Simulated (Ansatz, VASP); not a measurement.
## Cross-check of P between VASP and Ansatz

One calculation is typed for both programs; each brings its own data sets. How far apart do they land? The cell is taken from a series of runs on this material, whose earlier steps may have relaxed, scaled, displaced or heated it; both programs get it as it stands.

Calculated with Ansatz 0.2.0; plane waves, with VASP 6.6.1 beside it; zone-centre phonons at PBEsol with D3(BJ).

### 1. The starting structure

It takes space group Cmce (No. 64, orthorhombic). Conventional cell: a = 3.352 Å, b = 9.837 Å, c = 3.768 Å, α = 90.00°, β = 90.00°, γ = 90.00°. Nearest to P lie 3 P at 2.23 to 2.24 Å.

### 2. VASP: zone-centre phonons, PBEsol with D3(BJ)

Second derivatives magnify differences that forces hide, and they need a tight electronic threshold.

Lines of VASP's logs that name or quote its potential files are left out, and so is its time.

File INCAR:

```
SYSTEM = P
PREC = Accurate
ENCUT = 500
EDIFF = 1E-08
NELM = 120
ISMEAR = 1
SIGMA = 0.2
LREAL = .FALSE.
ALGO = Normal
GGA = PS
IVDW = 12
NBANDS = 16
LORBIT = 11
LWAVE = .FALSE.
LCHARG = .FALSE.
ISIF = 2
IBRION = 6
NFREE = 2
POTIM = 0.015
NSW = 1
LASPH = .TRUE.
GGA_COMPAT = .FALSE.
KPAR = 2
```

File POSCAR:

```
P
1.0
    1.6758296265     -4.9185692029      0.0000000000
    1.6758296265      4.9185692029      0.0000000000
    0.0000000000      0.0000000000      3.7678988711
P
4
Direct
    0.8879679556      0.1120320444      0.0540076656
    0.6120320444      0.3879679556      0.5540076656
    0.1120320444      0.8879679556      0.9459923344
    0.3879679556      0.6120320444      0.4459923344
```

File KPOINTS:

```
Automatic mesh
0
Gamma
12 12 12
0 0 0
```

The projector-augmented-wave data sets are P (PBE family, release 64).

Started as:

```sh
> mpirun -np 2 vasp_std
```

Numbers of over 12 decimals in the logs are rounded to 6 here.

What it wrote:

```text
[banner, memory and clock lines left out]
running    2 mpi-ranks, on    1 nodes
 distrk:  each k-point on    1 cores,    2 groups
 distr:  one band on    1 cores,    1 groups

 POSCAR found type information on POSCAR P
 POSCAR found :  1 types and       4 ions
|                                                                             |
|               ----> ADVICE to this user running VASP <----                  |
|                                                                             |
|     You enforced a specific xc type in the INCAR file but a different       |
|     [... a line on the potential file left out ...]
|     I HOPE YOU KNOW WHAT YOU ARE DOING!                                     |
|                                                                             |

 LDA part: xc-table for (Slater+PW92), standard interpolation
 POSCAR, INCAR and KPOINTS ok, starting setup
 FFT: planning ... GRIDC
 FFT: planning ... GRID_SOFT
 FFT: planning ... GRID
 WAVECAR not read
 entering main loop
       N       E                     dE             d eps       ncg     rms          rms(c)
DAV:   1     0.515744551906E+02    0.51574E+02   -0.84930E+03  9632   0.105E+03
DAV:   2    -0.202073853190E+02   -0.71782E+02   -0.69497E+02 13160   0.160E+02
DAV:   3    -0.230458206656E+02   -0.28384E+01   -0.28165E+01 13176   0.331E+01
DAV:   4    -0.230688502812E+02   -0.23030E-01   -0.23024E-01 11944   0.364E+00
DAV:   5    -0.230691595022E+02   -0.30922E-03   -0.30918E-03 13280   0.382E-01    0.105E+01
DAV:   6    -0.229637834950E+02    0.10538E+00   -0.58549E-02 11568   0.148E+00    0.616E+00
DAV:   7    -0.229192759039E+02    0.44508E-01   -0.85810E-02 12912   0.177E+00    0.292E-01
DAV:   8    -0.229187377772E+02    0.53813E-03   -0.10422E-02 11320   0.670E-01    0.207E-01
DAV:   9    -0.229187076321E+02    0.30145E-04   -0.52432E-04 13376   0.140E-01    0.101E-01
DAV:  10    -0.229186887117E+02    0.18920E-04   -0.65467E-05 12248   0.465E-02    0.452E-02
DAV:  11    -0.229186899372E+02   -0.12255E-05   -0.10329E-05 13208   0.214E-02    0.717E-03
DAV:  12    -0.229186900460E+02   -0.10880E-06   -0.44859E-07 11800   0.427E-03    0.385E-03
DAV:  13    -0.229186899897E+02    0.56346E-07   -0.70200E-08 12032   0.177E-03    0.126E-03
DAV:  14    -0.229186899954E+02   -0.57360E-08   -0.31362E-09  6352   0.344E-04
   1 F= -.24374481E+02 E0= -.24374946E+02  d E =0.139519E-02
[...]
2 F= -.24373443E+02 E0= -.24373910E+02  d E =0.140219E-02
[...]
3 F= -.24373443E+02 E0= -.24373910E+02  d E =0.140218E-02
[...]
4 F= -.24373160E+02 E0= -.24373654E+02  d E =0.148240E-02
[...]
5 F= -.24373938E+02 E0= -.24374377E+02  d E =0.131767E-02
[...]
6 F= -.24373709E+02 E0= -.24374157E+02  d E =0.134325E-02
 Finite differences progress:
  Degree of freedom:   3/  3
  Displacement:        1/  2
  Total:               5/  6
 bond charge predicted
       N       E                     dE             d eps       ncg     rms          rms(c)
DAV:   1    -0.229156178566E+02    0.22635E-02   -0.35026E-01 15496   0.329E+00    0.336E-01
DAV:   2    -0.229171034435E+02   -0.14856E-02   -0.17316E-02 21960   0.841E-01    0.854E-02
DAV:   3    -0.229170502899E+02    0.53154E-04   -0.22630E-04 17944   0.104E-01    0.503E-02
DAV:   4    -0.229170371786E+02    0.13111E-04   -0.50428E-05 21040   0.421E-02    0.232E-02
DAV:   5    -0.229170370083E+02    0.17030E-06   -0.51986E-06 19224   0.142E-02    0.114E-02
DAV:   6    -0.229170368971E+02    0.11118E-06   -0.54459E-07 20624   0.436E-03    0.293E-03
DAV:   7    -0.229170369423E+02   -0.45184E-07   -0.12132E-07 19896   0.196E-03    0.541E-04
DAV:   8    -0.229170369498E+02   -0.75456E-08   -0.82249E-09 10576   0.571E-04
   7 F= -.24372792E+02 E0= -.24373279E+02  d E =0.146083E-02
 Finite differences progress:
  Degree of freedom:   3/  3
  Displacement:        2/  2
  Total:               6/  6
```

OUTCAR, selected parts (step 2):

```text
ion  position               nearest neighbor table
   1  0.888  0.112  0.054-   4 2.23   4 2.23   3 2.24   4 2.84   4 2.84
   2  0.612  0.388  0.554-   3 2.23   3 2.23   4 2.24   3 2.84   3 2.84
   3  0.112  0.888  0.946-   2 2.23   2 2.23   1 2.24   2 2.84   2 2.84
   4  0.388  0.612  0.446-   1 2.23   1 2.23   2 2.24   1 2.84   1 2.84

  LATTYP: Found a base centered orthorhombic cell.
 ALAT       =     3.3516592530
 B/A-ratio  =     2.9350055191
 C/A-ratio  =     1.1241891215

 Subroutine GETGRP returns: Found  8 space group operations
 (whereof  4 operations were pure point group operations)

The static configuration has the point symmetry C_2h.
 The point group associated with its full space group is D_2h.

 Found    301 irreducible k-points:

   k-points           NKPTS =    301   k-points in BZ     NKDIM =    301   number of bands    NBANDS=     16

   dimension x,y,z NGX =    40 NGY =   40 NGZ =   28
   dimension x,y,z NGXF=    80 NGYF=   80 NGZF=   56

   ENCUT  =  500.0 eV  36.75 Ry    6.06 a.u.   9.47  9.47  6.87*2*pi/ulx,y,z

   NELECT =      20.0000    total number of electrons

 k-points in reciprocal lattice and weights: Automatic mesh
   0.00000000  0.00000000  0.00000000       0.001
   0.08333333  0.00000000  0.00000000       0.002
   0.16666667 -0.00000000  0.00000000       0.002
   0.25000000  0.00000000  0.00000000       0.002
   0.33333333  0.00000000  0.00000000       0.002
   0.41666667 -0.00000000  0.00000000       0.002
   0.50000000  0.00000000  0.00000000       0.001
   0.08333333  0.08333333  0.00000000       0.001
   0.16666667  0.08333333  0.00000000       0.002
[...]
15      13.8782      0.00000
    ...

 k-point     3 :       0.1667   -0.0000    0.0000
  band No.  band energies     occupation
    ...
      6       3.6702      2.00000
      7       3.9812      2.00000
      8       6.2892      2.00000
      9       6.9213      2.00000
     10       8.1835      2.00005
     11      11.1139     -0.00000
     12      11.7408     -0.00000
     13      11.7632     -0.00000
     14      12.0325     -0.00000
     15      12.8742      0.00000
    ...

 k-point     4 :       0.2500    0.0000    0.0000
  band No.  band energies     occupation
    ...
      6       4.0175      2.00000
      7       4.1127      2.00000
      8       6.4629      2.00000
      9       7.0167      2.00000
     10       8.0626      2.00000
     11      10.5162     -0.00000
     12      11.1874     -0.00000
     13      11.4016     -0.00000
     14      12.1122     -0.00000
     15      12.5900     -0.00000
    ...

 k-point     5 :       0.3333    0.0000    0.0000
  band No.  band energies     occupation
    ...
      6       4.2964      2.00000
      7       4.7056      2.00000
      8       6.6394      2.00000
      9       6.9558      2.00000
     10       7.3558      2.00000
     11       9.5367     -0.00001
     12      10.5692     -0.00000
     13      11.0226     -0.00000
     14      11.1524     -0.00000
     15      12.3621     -0.00000
    ...

 Edisp (eV)   -1.45576

  Total       0.25468     0.32503     0.18202     0.00000     0.06556     0.00000
  in kB       6.56903     8.38368     4.69495     0.00000     1.69100     0.00000
  external pressure =        6.55 kB  Pullay stress =        0.00 kB

  energy-cutoff  :      500.00
  volume of cell :       62.12
      direct lattice vectors                 reciprocal lattice vectors
     1.675829626 -4.918569203  0.000000000     0.298359685 -0.101655579  0.000000000
     1.675829626  4.918569203  0.000000000     0.298359685  0.101655579  0.000000000
     0.000000000  0.000000000  3.767898871     0.000000000  0.000000000  0.265399904

 POSITION                                       TOTAL-FORCE (eV/Angst)
 -----------------------------------------------------------------------------------
      1.67583     -3.81649      0.18850         0.000000     -0.023269      0.192246
      1.67583     -1.10207      2.08744         0.000000      0.020153     -0.000971
      1.67583      3.81649      3.56440         0.000000      0.023576     -0.031891
      1.67583      1.10207      1.68045         0.000000     -0.020461     -0.159385
 -----------------------------------------------------------------------------------
    total drift:                               -0.000000      0.000004     -0.000109

  FREE ENERGIE OF THE ION-ELECTRON SYSTEM (eV)
  ---------------------------------------------------
  free  energy   TOTEN  =       -24.3727919661 eV

  energy  without entropy=      -24.3742527912  energy(sigma->0) =      -24.37327891

 Eigenvectors and eigenvalues of the dynamical matrix
 ----------------------------------------------------

   1 f  =   13.094763 THz    82.276825 2PiTHz  436.794291 cm-1    54.155566 meV
             X         Y         Z           dx          dy          dz
      1.675830 -3.816494  0.203495     0.000000    0.000011   -0.500000
      1.675830 -1.102075  2.087445    -0.000000    0.000011    0.500000
      1.675830  3.816494  3.564403     0.000000    0.000011   -0.500000
      1.675830  1.102075  1.680454    -0.000000    0.000011    0.500000

   2 f  =   12.341687 THz    77.545109 2PiTHz  411.674381 cm-1    51.041095 meV
             X         Y         Z           dx          dy          dz
      1.675830 -3.816494  0.203495     0.000000    0.389794    0.313147
      1.675830 -1.102075  2.087445     0.000000   -0.389794    0.313147
      1.675830  3.816494  3.564403    -0.000000   -0.389794   -0.313147
      1.675830  1.102075  1.680454    -0.000000    0.389794   -0.313147

   3 f  =   11.650929 THz    73.204947 2PiTHz  388.633163 cm-1    48.184349 meV
             X         Y         Z           dx          dy          dz
      1.675830 -3.816494  0.203495    -0.500000    0.000000   -0.000000
      1.675830 -1.102075  2.087445     0.500000   -0.000000   -0.000000
      1.675830  3.816494  3.564403    -0.500000   -0.000000    0.000000
      1.675830  1.102075  1.680454     0.500000    0.000000    0.000000

   4 f  =   11.432537 THz    71.832747 2PiTHz  381.348378 cm-1    47.281152 meV
             X         Y         Z           dx          dy          dz
      1.675830 -3.816494  0.203495    -0.500000    0.000000   -0.000000
      1.675830 -1.102075  2.087445    -0.500000   -0.000000   -0.000000
      1.675830  3.816494  3.564403     0.500000   -0.000000    0.000000
      1.675830  1.102075  1.680454     0.500000    0.000000    0.000000

   5 f  =   11.402427 THz    71.643564 2PiTHz  380.344037 cm-1    47.156629 meV
             X         Y         Z           dx          dy          dz
      1.675830 -3.816494  0.203495     0.000000    0.313147   -0.389794
      1.675830 -1.102075  2.087445     0.000000   -0.313147   -0.389794
      1.675830  3.816494  3.564403    -0.000000   -0.313147    0.389794
      1.675830  1.102075  1.680454    -0.000000    0.313147    0.389794

   6 f  =   10.726346 THz    67.395619 2PiTHz  357.792387 cm-1    44.360582 meV
             X         Y         Z           dx          dy          dz
      1.675830 -3.816494  0.203495    -0.000000    0.499566   -0.020816
      1.675830 -1.102075  2.087445    -0.000000    0.499566    0.020816
      1.675830  3.816494  3.564403     0.000000   -0.499566    0.020816
      1.675830  1.102075  1.680454     0.000000   -0.499566   -0.020816

   7 f  =    5.893317 THz    37.028803 2PiTHz  196.579898 cm-1    24.372790 meV
             X         Y         Z           dx          dy          dz
      1.675830 -3.816494  0.203495     0.000000    0.020816    0.499566
      1.675830 -1.102075  2.087445    -0.000000    0.020816   -0.499566
      1.675830  3.816494  3.564403    -0.000000   -0.020816   -0.499566
      1.675830  1.102075  1.680454     0.000000   -0.020816    0.499566

   8 f  =    4.996547 THz    31.394233 2PiTHz  166.666879 cm-1    20.664050 meV
             X         Y         Z           dx          dy          dz
      1.675830 -3.816494  0.203495     0.500000    0.000000   -0.000000
      1.675830 -1.102075  2.087445    -0.500000    0.000000    0.000000
      1.675830  3.816494  3.564403    -0.500000    0.000000    0.000000
      1.675830  1.102075  1.680454     0.500000    0.000000   -0.000000

   9 f  =    1.727116 THz    10.851789 2PiTHz   57.610384 cm-1     7.142774 meV
             X         Y         Z           dx          dy          dz
      1.675830 -3.816494  0.203495     0.000000    0.500000    0.000169
      1.675830 -1.102075  2.087445     0.000000   -0.500000    0.000169
      1.675830  3.816494  3.564403     0.000000    0.500000    0.000169
      1.675830  1.102075  1.680454     0.000000   -0.500000    0.000169

  10 f/i=    0.000000 THz     0.000001 2PiTHz    0.000003 cm-1     0.000000 meV
             X         Y         Z           dx          dy          dz
      1.675830 -3.816494  0.203495     0.500000    0.000000   -0.000000
      1.675830 -1.102075  2.087445     0.500000    0.000000   -0.000000
      1.675830  3.816494  3.564403     0.500000    0.000000   -0.000000
      1.675830  1.102075  1.680454     0.500000    0.000000   -0.000000

  11 f/i=    0.000288 THz     0.001810 2PiTHz    0.009607 cm-1     0.001191 meV
             X         Y         Z           dx          dy          dz
      1.675830 -3.816494  0.203495     0.000000   -0.500000   -0.000011
      1.675830 -1.102075  2.087445     0.000000   -0.500000    0.000011
      1.675830  3.816494  3.564403     0.000000   -0.500000   -0.000011
      1.675830  1.102075  1.680454     0.000000   -0.500000    0.000011

  12 f/i=    0.000583 THz     0.003664 2PiTHz    0.019452 cm-1     0.002412 meV
             X         Y         Z           dx          dy          dz
      1.675830 -3.816494  0.203495    -0.000000    0.000169   -0.500000
      1.675830 -1.102075  2.087445    -0.000000   -0.000169   -0.500000
      1.675830  3.816494  3.564403    -0.000000    0.000169   -0.500000
      1.675830  1.102075  1.680454    -0.000000   -0.000169   -0.500000

 ELASTIC MODULI CONTR FROM IONIC RELAXATION (kBar)
 Direction    XX          YY          ZZ          XY          YZ          ZX
 --------------------------------------------------------------------------------
 XX        -287.5125   -170.5611   -510.7048      0.0000      0.0000      0.0000
 YY        -170.5611  -1187.8551   -191.8475      0.0000      0.0000      0.0000
 ZZ        -510.7048   -191.8475   -918.5208      0.0000     -0.0000      0.0000
 XY           0.0000      0.0000      0.0000   -476.8582      0.0000      0.0000
 YZ           0.0000      0.0000     -0.0000      0.0000   -449.6413      0.0000
 ZX           0.0000      0.0000      0.0000      0.0000      0.0000   -435.4560
 --------------------------------------------------------------------------------

 total charge
# of ion       s       p       d       tot
------------------------------------------
    1        1.085   1.359   0.000   2.444
    2        1.085   1.359   0.000   2.444
    3        1.085   1.359   0.000   2.444
    4        1.085   1.359   0.000   2.444
--------------------------------------------------
tot          4.340   5.435   0.000   9.775

[... 1 further part left out ...]
```

CONTCAR:

```
P
   1.00000000000000
     1.6758296264999999   -4.9185692028999997    0.0000000000000000
     1.6758296264999999    4.9185692028999997    0.0000000000000000
     0.0000000000000000    0.0000000000000000    3.7678988710999999
  P
     4
Direct
     0.8879679555999971    0.1120320444000030    0.0500266670347086
     0.6120320444000029    0.3879679555999971    0.5540076655999968
     0.1120320444000029    0.8879679555999971    0.9459923344000032
     0.3879679555999971    0.6120320444000029    0.4459923344000032
```

The last energy, forces, stress and levels in OUTCAR belong to the last displaced cell, not to the cell of POSCAR. The PAW data sets were made with PBE, which is usual practice but a small mismatch for other functionals.

Levels, forces or a CONTCAR printed for this step are those of its last displaced cell, not of the structure at rest.

[end of part 1 of 2]

[Lines on the potential files, build, host, timing and source positions are cut from VASP's logs without a mark.]

[Logs are printed without paths, hosts, clocks, repeated set-up lines and the standing remarks that a program may print on its own settings, such as how far it seeks lower states.]

[Hosts, paths, dates, database ids (printed as entryN), source tags and the programs' standing remarks are cut or masked in the printed files.]
